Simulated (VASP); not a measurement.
These are PBEsol GGA, VASP's PBE PAW potentials (set 64) (plane waves; VASP 6.6.1) values and carry that method's errors.

Input for VASP

File KPOINTS:
```
Automatic mesh
0
G
 12 12 7
0 0 0
```

File POSCAR:
```
Y
1
    1.7824981079    -3.0873775497     0.0000000000
    1.7824981079     3.0873775497     0.0000000000
    0.0000000000     0.0000000000     5.4893117889
Y
2
Direct
  0.3333330000   0.6666670000   0.2500000000
  0.6666670000   0.3333330000   0.7500000000
```

INCAR:
```
SYSTEM = Y
PREC = Accurate; ENCUT = 520; LREAL = F
LASPH = T
EDIFF = 1E-7; NELM = 100; ALGO = Normal
LMAXMIX = 4
ISMEAR = 1; SIGMA = 0.1
GGA = PS
IBRION = 2; NSW = 30; ISIF = 4
EDIFFG = -0.01
LWAVE = F; LCHARG = F
```

POTCAR, in this order: Y_sv (PBE.64 set). Program: vasp_std.

Task: What does the run give for the energy per atom (σ→0), band gap (on the k-mesh)?

Result: 
```yaml
energy per atom (σ→0): -6811 meV/atom
band gap (on the k-mesh): none (metal, semimetal or under 0.01 eV)
```

**OSZICAR**
```
...
DAV:   1    -0.136286576490E+02   -0.54168E-02   -0.29233E-01  2280   0.439E+00    0.380E-01
DAV:   2    -0.136251092399E+02    0.35484E-02   -0.88070E-03  2441   0.665E-01    0.239E-01
DAV:   3    -0.136236776094E+02    0.14316E-02   -0.38654E-03  2861   0.466E-01    0.160E-01
DAV:   4    -0.136236897031E+02   -0.12094E-04   -0.11410E-04  2756   0.786E-02    0.506E-02
DAV:   5    -0.136236733501E+02    0.16353E-04   -0.45450E-05  2952   0.524E-02    0.582E-03
DAV:   6    -0.136236734538E+02   -0.10369E-06   -0.16576E-06  2849   0.940E-03    0.367E-03
DAV:   7    -0.136236733734E+02    0.80412E-07   -0.43630E-08  1511   0.216E-03
   3 F= -.13623673E+02 E0= -.13622923E+02  d E =-.153173E-02
```

The compound is Y in the hcp structure. This cell is one point of a volume scan, at 0.97 of the reference volume. Symmetry was kept, so distortions that lower it aren't found.
